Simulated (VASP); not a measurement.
Computed with PBE GGA, VASP's PBE PAW potentials (set 64) (plane waves; VASP).

A VASP calculation is set up with these files.

File KPOINTS:
```
Automatic mesh
0
Gamma
16 16 9
0 0 0
```

### INCAR
```
SYSTEM = Be
PREC = Accurate
ENCUT = 300
EDIFF = 1E-6
NELM = 100
ALGO = Normal
LREAL = .FALSE.
LASPH = .TRUE.
ISMEAR = -1
SIGMA = 0.1
GGA = PE
LWAVE = .FALSE.
LCHARG = .FALSE.
ISIF = 2
```

**POSCAR**
```
Be
1
    1.1221000000    -1.9435340000     0.0000000000
    1.1221000000     1.9435340000     0.0000000000
    0.0000000000     0.0000000000     3.5084000000
Be
2
Direct
  0.3333330000   0.6666670000   0.2500000000
  0.6666670000   0.3333330000   0.7500000000
```

POTCAR, in this order: Be (PBE.64 set). Program: vasp_std.

Output of the run:

File OUTCAR:
```
 ion  position               nearest neighbor table
   1  0.333  0.667  0.250-   2 2.18   2 2.18   2 2.18   2 2.18   2 2.18   2 2.18
   2  0.667  0.333  0.750-   1 2.18   1 2.18   1 2.18   1 2.18   1 2.18   1 2.18
  LATTYP: Found a hexagonal cell.
 ALAT       =     2.2441998171
 C/A-ratio  =     1.5633189047
 Subroutine PRICEL returns:
 Original cell was already a primitive cell.
 Subroutine GETGRP returns: Found 24 space group operations
The static configuration has the point symmetry D_3d.
 The point group associated with its full space group is D_6h.
The dynamic configuration has the point symmetry D_3d.
 Subroutine INISYM returns: Found 24 space group operations
 Subroutine IBZKPT returns following result:
 Found    150 irreducible k-points:

 Following reciprocal coordinates:
            Coordinates               Weight
  0.000000  0.000000  0.000000      1.000000
  0.062500  0.000000  0.000000      6.000000
  0.125000  0.000000  0.000000      6.000000
  0.187500  0.000000  0.000000      6.000000
  0.250000  0.000000  0.000000      6.000000
  0.312500  0.000000  0.000000      6.000000
  0.375000  0.000000  0.000000      6.000000
  0.437500  0.000000  0.000000      6.000000
  0.500000  0.000000  0.000000      3.000000
  0.062500  0.062500  0.000000      6.000000
  0.125000  0.062500  0.000000     12.000000
  0.187500  0.062500  0.000000     12.000000
  0.250000  0.062500  0.000000     12.000000
  0.312500  0.062500  0.000000     12.000000
  0.375000  0.062500  0.000000     12.000000
  0.437500  0.062500  0.000000     12.000000
  0.125000  0.125000  0.000000      6.000000
  0.187500  0.125000  0.000000     12.000000
  0.250000  0.125000  0.000000     12.000000
  0.312500  0.125000  0.000000     12.000000
  0.375000  0.125000  0.000000     12.000000
  0.437500  0.125000  0.000000      6.000000
...
```

### OSZICAR
```
       N       E                     dE             d eps       ncg     rms          rms(c)
DAV:   1    -0.468023269466E+01   -0.46802E+01   -0.13382E+03  1920   0.358E+02
DAV:   2    -0.758671813150E+01   -0.29065E+01   -0.27147E+01  2772   0.406E+01
DAV:   3    -0.760061348926E+01   -0.13895E-01   -0.13856E-01  2244   0.270E+00
DAV:   4    -0.760062209097E+01   -0.86017E-05   -0.86021E-05  2730   0.663E-02
DAV:   5    -0.760062209534E+01   -0.43736E-08   -0.43913E-08  2130   0.632E-04    0.125E+00
DAV:   6    -0.754895489341E+01    0.51667E-01   -0.70235E-03  2040   0.114E+00    0.763E-01
DAV:   7    -0.752879279192E+01    0.20162E-01   -0.75352E-03  2010   0.117E+00    0.303E-02
DAV:   8    -0.752877288077E+01    0.19911E-04   -0.12405E-05  2586   0.375E-02    0.101E-02
DAV:   9    -0.752877154766E+01    0.13331E-05   -0.28248E-06  2244   0.195E-02    0.906E-04
DAV:  10    -0.752877145298E+01    0.94680E-07   -0.29140E-09  1452   0.542E-04
   1 F= -.75287715E+01 E0= -.75272721E+01  d E =-.299869E-02
```

### OUTCAR
```
------------------------ aborting loop because EDIFF is reached ----------------------------------------
  FORCE on cell =-STRESS in cart. coord.  units (eV):
  Direction    XX          YY          ZZ          XY          YZ          ZX
  --------------------------------------------------------------------------------------
  Total        0.3633559      0.3633558      0.5970741      0.0000000      0.0000000      0.0000000
  in kB       38.0434605     38.0434522     62.5138182      0.0000000      0.0000000      0.0000000
  external PRESSURE =      46.2002436 kB  Pullay stress =       0.0000000 kB
  volume of cell :       15.30
      direct lattice vectors                 reciprocal lattice vectors
     1.122100000 -1.943534000  0.000000000     0.445593084 -0.257263315  0.000000000
     1.122100000  1.943534000  0.000000000     0.445593084  0.257263315  0.000000000
     0.000000000  0.000000000  3.508400000     0.000000000  0.000000000  0.285030213
 POSITION                                       TOTAL-FORCE (eV/Angst)
 -----------------------------------------------------------------------------------
      1.12210      0.64785      0.87710        -0.000000      0.000000      0.000000
      1.12210     -0.64785      2.63130         0.000000     -0.000000      0.000000
 -----------------------------------------------------------------------------------
    total drift:                                0.000000     -0.000004      0.000005
  FREE ENERGIE OF THE ION-ELECTRON SYSTEM (eV)
  ---------------------------------------------------
  free  energy   TOTEN  =        -7.5287714530 eV

  energy  without entropy=       -7.5257727665  energy(sigma->0) =       -7.52727211
```
(Selected blocks of OUTCAR.)

At this cut-off the stress carries a Pulay error, which pulls relaxed volumes low.

The structure is a typed Be crystal (P6_3/mmc). The cell was not relaxed at this level, and its volume differs by -5.9 % from the start's.
